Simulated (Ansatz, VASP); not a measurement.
# Cross-check of Cu3Ni2 (Ni-Cu-Cu-Cu-Ni stack, (111) layers) between VASP and Ansatz, part 2 of 2

One calculation is typed for both programs; each brings its own data sets. How far apart do they land? Of the first pair: The structure shown is the end of the Ansatz relaxation below.

VASP 6.6.1 and Ansatz 0.2.0.

So far. Step 4 (Comparison): The largest component of a force difference here is 17 meV/Å. Where the cell holds vacuum, a pressure given here is an average over it and none of the material.

## 5. Ansatz: relaxation, PBE

Level of this step: Ansatz beside VASP: Kohn-Sham DFT, plane waves, PBE (Ansatz).

The two programs are compared at the cell with which this relaxation starts, whose forces are those of its first step.

The structure compared here is the start of the Ansatz relaxation; VASP solves that cell, so the two are compared at the walk's first step.

Contents of input.yaml:

```yaml
crystal:
  lattice:
    - [2.55266, 0.0, 0.0]
    - [-1.27633, 2.21066, 0.0]
    - [0.0, 0.0, 19.33694]
  atoms:
    - { symbol: Ni, position: [0.0, 0.0, 0.28442973] }
    - { symbol: Cu, position: [0.33333333, 0.66666667, 0.39221486] }
    - { symbol: Cu, position: [0.66666667, 0.33333333, 0.5] }
    - { symbol: Cu, position: [0.0, 0.0, 0.60778514] }
    - { symbol: Ni, position: [0.33333333, 0.66666667, 0.71557027] }
  periodic: [true, true, false]
kpoints:
  mp_grid: { grid: [12, 12, 1] }
hamiltonian:
  xc: pbe
  pseudopotentials: { kind: paw, azcp: { folder: soft_1 } }
scf:
  occupations: { method: gaussian, width: 0.1 }
output:
  forces: true
  stress: true
  eigenvalues: true
relax:
  adjacent_minimum: "off"
  f_tol: 0.005
  max_steps: 80
  cell: { stress_2d_tol: 0.02 }
```

Run with:

```
ansatz run input.yaml --threads 4 --pin off --max-ram 12288MiB --backend cpu --events-out ev --progress --plain --runs-dir out
```

Numbers of over 12 decimals in the logs are rounded to 6 here.

What it wrote:

```text
[...]
cell:  # Å, volume = 217.0209 Å³
    - [2.488273, 0.0, 0]
    - [-1.244137, 2.154908, 0]
    - [0, 0, 40.473878]
  atoms:
    - { symbol: Ni, position: [2.2204460616580223e-17, 4.4964032319475014e-17, 0.135212] }
    - { symbol: Cu, position: [0.333333, 0.666667, 0.185986] }
    - { symbol: Cu, position: [0.666667, 0.333333, 0.238882] }
    - { symbol: Cu, position: [2.2204460616580272e-17, 4.496403231947512e-17, 0.291778] }
    - { symbol: Ni, position: [0.333333, 0.666667, 0.342551] }
[key lines of the parts left out:]
SCF converged after 10 iterations
Free energy (F): -31553.644891 eV
Fermi energy:    -5.278963 eV
P = ½ c Tr σ = 0.0004 N/m
```

## 6. VASP: single point, PBE, start cell, pair 2

The same cell, functional, mesh and smearing now go to VASP, with its own data sets.

Contents of INCAR:

```
SYSTEM = Cu3Ni2
PREC = Accurate
ENCUT = 520
EDIFF = 1E-06
NELM = 120
ISMEAR = 0
SIGMA = 0.1
LREAL = .FALSE.
ALGO = Normal
GGA = PE
NBANDS = 32
LASPH = .TRUE.
LORBIT = 11
LWAVE = .FALSE.
LCHARG = .FALSE.
ISIF = 2
LDIPOL = .TRUE.
IDIPOL = 3
DIPOL = 0.5 0.5 0.239
LVHAR = .TRUE.
GGA_COMPAT = .FALSE.
NELMDL = -8
KPAR = 2
```

Contents of POSCAR:

```
Cu3Ni2
1.0
    2.5526550000      0.0000000000      0.0000000000
   -1.2763280000      2.2106640000      0.0000000000
    0.0000000000      0.0000000000     40.4738780000
Ni Cu
2 3
Direct
    0.0000000000      0.0000000000      0.1358901413
    0.3333334639      0.6666666667      0.3418733189
    0.3333334639      0.6666666667      0.1873859233
    0.6666669278      0.3333333333      0.2388817301
    0.0000000000      0.0000000000      0.2903775368
```

Contents of KPOINTS:

```
Automatic mesh
0
Gamma
12 12 1
0 0 0
```

PAW data sets: Ni and Cu (PBE family, release 64).

Run with:

```
mpirun -np 2 vasp_std
```

What it wrote:

```text
[... set-up lines as in an earlier step ...]
 entering main loop
       N       E                     dE             d eps       ncg     rms          rms(c)
DAV:   1     0.405088865808E+03    0.40509E+03   -0.22192E+04  1216   0.169E+03
DAV:   2     0.415410508533E+01   -0.40093E+03   -0.38916E+03  1248   0.373E+02
DAV:   3    -0.236006288844E+02   -0.27755E+02   -0.26034E+02  1408   0.142E+02
DAV:   4    -0.250328484425E+02   -0.14322E+01   -0.13610E+01  1432   0.360E+01
[...]
DAV:  27    -0.206993231770E+02   -0.28345E-05   -0.12164E-07   832   0.440E-03    0.160E-04
DAV:  28    -0.206993252128E+02   -0.20358E-05   -0.12305E-07   768   0.231E-03    0.177E-04
DAV:  29    -0.206993255793E+02   -0.36655E-06   -0.23291E-08   800   0.183E-03
   1 F= -.20699326E+02 E0= -.20690936E+02  d E =-.167785E-01
```

OUTCAR, selected parts (step 6):

```text
  Total       -3.1025202     -3.1025200     -0.8717090      0.0000007      0.0000000     -0.0000000
  in kB      -21.7638399    -21.7638384     -6.1149432      0.0000049      0.0000000     -0.0000000
  external PRESSURE =     -16.5475405 kB  Pullay stress =       0.0000000 kB

 POSITION                                       TOTAL-FORCE (eV/Angst)
 -----------------------------------------------------------------------------------
      0.00000      0.00000      5.50000        -0.000000      0.000000      0.292896
     -0.00000      1.47378     13.83694         0.000000      0.000000     -0.292896
     -0.00000      1.47378      7.58423        -0.000000      0.000000     -0.382407
      1.27633      0.73689      9.66847         0.000000      0.000000     -0.000000
      0.00000      0.00000     11.75270        -0.000000      0.000000      0.382407
 -----------------------------------------------------------------------------------
    total drift:                               -0.000123      0.000000      0.000750

  FREE ENERGIE OF THE ION-ELECTRON SYSTEM (eV)
  ---------------------------------------------------
  free  energy   TOTEN  =       -20.6993255793 eV

  energy  without entropy=      -20.6825470592  energy(sigma->0) =      -20.69093632

[... 1 part as in an earlier step ...]

[... 2 further parts left out ...]
[key lines of the parts left out:]
E-fermi :  -1.8400
```

The run ends at a pressure of -1.65 GPa, with forces up to 0.38 eV/Å.

## 7. Side by side

What differs besides the data sets and the points named for the pairs above, as far as they apply: the data sets hold 93 valence electrons in Ansatz (on its PAW soft_1 files) and 53 in VASP. Total energies have different zeros and are not compared.

Forces (eV/Å; atoms numbered as in POSCAR):

| atom | Ansatz x, y, z | VASP x, y, z |
| --- | --- | --- |
| Ni1 | 0.000, 0.000, 0.303 | 0.000, 0.000, 0.293 |
| Ni2 | 0.000, 0.000, -0.303 | 0.000, 0.000, -0.293 |
| Cu3 | 0.000, 0.000, -0.365 | 0.000, 0.000, -0.382 |
| Cu4 | 0.000, 0.000, 0.000 | 0.000, 0.000, 0.000 |
| Cu5 | 0.000, 0.000, 0.365 | 0.000, 0.000, 0.382 |

The forces differ by 7.2 meV/Å r.m.s., which is 4.1 % of the r.m.s. force of 0.176 eV/Å (both taken over all components). Where the cell holds vacuum, a pressure given here is an average over it and none of the material.

## 8. Ansatz: relaxation, PBE

This run makes the geometry at which the two programs are then compared.

The structure compared here is the end of the Ansatz relaxation.

This is the run of step 5 again, met here at its other cell.

## 9. VASP: single point, PBE, relaxed cell, pair 3

The same cell, functional, mesh and smearing now go to VASP, with its own data sets.

INCAR is that of step 6.

Contents of POSCAR:

```
Cu3Ni2
1.0
    2.4882733866      0.0000000000      0.0000000000
   -1.2441366933      2.1549079644      0.0000000000
    0.0000000000      0.0000000000     40.4738775071
Ni Cu
2 3
Direct
    0.0000000000      0.0000000000      0.1352124931
    0.3333333333      0.6666666667      0.3425509729
    0.3333333333      0.6666666667      0.1859858971
    0.6666666667      0.3333333333      0.2388817330
    0.0000000000      0.0000000000      0.2917775689
```

KPOINTS is that of step 6.

Run with:

```
mpirun -np 2 vasp_std
```

What it wrote:

```text
[... set-up lines as in an earlier step ...]
 entering main loop
       N       E                     dE             d eps       ncg     rms          rms(c)
DAV:   1     0.408537303648E+03    0.40854E+03   -0.22394E+04  1248   0.172E+03
DAV:   2     0.541086376974E+01   -0.40313E+03   -0.39201E+03  1240   0.377E+02
DAV:   3    -0.239370248083E+02   -0.29348E+02   -0.27950E+02  1416   0.147E+02
DAV:   4    -0.252393412093E+02   -0.13023E+01   -0.12595E+01  1408   0.354E+01
[...]
DAV:  27    -0.207912177653E+02   -0.23017E-05   -0.11821E-07   880   0.247E-03    0.162E-04
DAV:  28    -0.207912192885E+02   -0.15232E-05   -0.83572E-08   776   0.205E-03    0.216E-04
DAV:  29    -0.207912196738E+02   -0.38536E-06   -0.18955E-08   792   0.158E-03
   1 F= -.20791220E+02 E0= -.20782365E+02  d E =-.177096E-01
```

From OUTCAR (step 9):

```text
  Total        0.1916205      0.1916205      0.1145681      0.0000000      0.0000000     -0.0000000
  in kB        1.4146560      1.4146560      0.8458096      0.0000000      0.0000000     -0.0000000
  external PRESSURE =       1.2250405 kB  Pullay stress =       0.0000000 kB

 POSITION                                       TOTAL-FORCE (eV/Angst)
 -----------------------------------------------------------------------------------
      0.00000      0.00000      5.47257        -0.000000      0.000000     -0.007138
     -0.00000      1.43661     13.86437         0.000000     -0.000000      0.007138
     -0.00000      1.43661      7.52757        -0.000000      0.000000     -0.016705
      1.24414      0.71830      9.66847        -0.000000      0.000000     -0.000000
      0.00000      0.00000     11.80937         0.000000      0.000000      0.016705
 -----------------------------------------------------------------------------------
    total drift:                                0.000001     -0.000001     -0.001104

  FREE ENERGIE OF THE ION-ELECTRON SYSTEM (eV)
  ---------------------------------------------------
  free  energy   TOTEN  =       -20.7912196738 eV

  energy  without entropy=      -20.7735100867  energy(sigma->0) =      -20.78236488

[... 1 part as in an earlier step ...]

[... 2 further parts left out ...]
[key lines of the parts left out:]
E-fermi :  -1.7232
```

The run ends at a pressure of 0.12 GPa, with forces up to 0.017 eV/Å.

## 10. Comparison

What differs besides the data sets and the points named for the pairs above, as far as they apply: the data sets hold 93 valence electrons in Ansatz (on its PAW soft_1 files) and 53 in VASP. Total energies have different zeros and are not compared.

The largest component of a force difference here is 17 meV/Å. Where the cell holds vacuum, a pressure given here is an average over it and none of the material.

## 11. What came out

| Property | Result |
| --- | --- |
| r.m.s. force difference (single point, PBE, relaxed cell, pair 1) | 6.6 meV/Å |
| r.m.s. force difference (single point, PBE, start cell, pair 2) | 7.2 meV/Å |
| r.m.s. force difference (single point, PBE, relaxed cell, pair 3) | 6.6 meV/Å |

The r.m.s. force difference is 7.2 meV/Å (single point, PBE, start cell, pair 2), within the 12 meV/Å picked in this series as the mark of a large difference. The data sets hold unlike numbers of valence electrons (93 in Ansatz and 53 in VASP), so part of the differences may come from the potentials. How closely two codes agree says nothing of how well the functional describes the real material.

[Lines on the potential files, build, host, timing and source positions are cut from VASP's logs without a mark.]

[Logs are printed without paths, hosts, clocks, repeated set-up lines and the standing remarks that a program may print on its own settings, such as how far it seeks lower states.]

[Hosts, paths, dates, database ids (printed as entryN), source tags and the programs' standing remarks are cut or masked in the printed files.]
